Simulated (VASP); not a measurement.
Given:

```xyz
4
Lattice="3.9248 0.0000 0.0000 0.0000 3.9248 0.0000 0.0000 0.0000 5.6582" Properties=species:S:1:pos:R:3 pbc="T T T"
Zn     0.0000     0.0000     2.8291
Cd     1.9624     1.9624     0.0000
S      1.9624     0.0000     1.5616
S      3.9248     1.9624     4.0967
```

The numbers are results of PBEsol GGA, VASP's PBE PAW potentials (set 64) (plane waves; VASP), not measurements. Run with 400 eV cut-off, 6×6×5 Γ-centred mesh, tetrahedra with Blöchl corrections, potentials Zn Cd S.

Q: What does the run give for the energy per atom (σ→0), band gap (on the k-mesh) with the smallest direct gap where there is one?

A: 
* **band gap (on the k-mesh)**: 1.38 eV
* **smallest direct gap (on the k-mesh)**: 1.38 eV
* **energy per atom (σ→0)**: -3.583 eV/atom

The absolute energy has meaning only against runs of the same code, potentials and settings.

The structure comes from a computed database's ZnCdS2 entry (P-4m2); how it stands against other phases isn't given here. It was relaxed first.
